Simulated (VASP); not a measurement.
An input for Quantum ESPRESSO's pw.x (written as the equivalent of a VASP run, and not itself run):

```
&CONTROL
  calculation = 'scf'
  pseudo_dir = './pseudo'
  outdir = './out'
  tprnfor = .true.
  tstress = .true.
/
&SYSTEM
  ibrav = 0
  nat = 2
  ntyp = 2
  ecutwfc = 84
  occupations = 'tetrahedra'
  input_dft = 'pz'
/
&ELECTRONS
  conv_thr = 7.3e-09
  electron_maxstep = 100
/
ATOMIC_SPECIES
  Zn 65.380 Zn.upf
  Au 196.967 Au.upf
CELL_PARAMETERS angstrom
     3.1002377    0.0000000    0.0000000
     0.0000000    3.1002377    0.0000000
     0.0000000    0.0000000    3.1002377
ATOMIC_POSITIONS crystal
  Zn   0.5000000  0.5000000  0.5000000
  Au   0.0000000  0.0000000  0.0000000
K_POINTS automatic
  13 13 13 0 0 0
```

### Question
Translate this input to VASP (INCAR, KPOINTS, POSCAR, choice of POTCAR).

### Answer
This is not unique; one that fits is 
### KPOINTS
```
Automatic mesh
0
Gamma
13 13 13
0 0 0
```

### INCAR
```
! general
SYSTEM   =  AuZn
PREC     =  Accurate
ENCUT    =  520   ! plane-wave cut-off (eV)
LREAL    =  .FALSE.   ! projection in real space or not
LASPH    =  .TRUE.

! electronic loop
EDIFF    =  1E-7
NELM     =  100
ALGO     =  Normal   ! blocked Davidson
LMAXMIX  =  6   ! l cut-off of mixed one-centre charges

! smearing
ISMEAR   =  -5   ! tetrahedra, Bloechl

! ions
ISIF     =  2   ! forces and stress, cell fixed

! output
LWAVE    =  .FALSE.
LCHARG   =  .TRUE.
LORBIT   =  11
NEDOS    =  601
```

### POSCAR
```
AuZn
3.1002380
  0.9999998970   0.0000000000   0.0000000000
  0.0000000000   0.9999998970   0.0000000000
  0.0000000000   0.0000000000   0.9999998970
Zn Au
1 1
Cartesian
  0.4999999485   0.4999999485   0.4999999485
  0.0000000000   0.0000000000   0.0000000000
```

POTCAR, in this order: Zn Au (LDA.64 set). Program: vasp_std.

Limits of the translation: the potentials are each code's own (VASP's PAW set, PseudoDojo norm-conserving files in pw.x), so ENCUT and ecutwfc are chosen apart and not converted; conv_thr bounds pw.x's estimated SCF error, while EDIFF bounds the energy change between steps.

The compound is AuZn in the CsCl type structure. It was relaxed first.
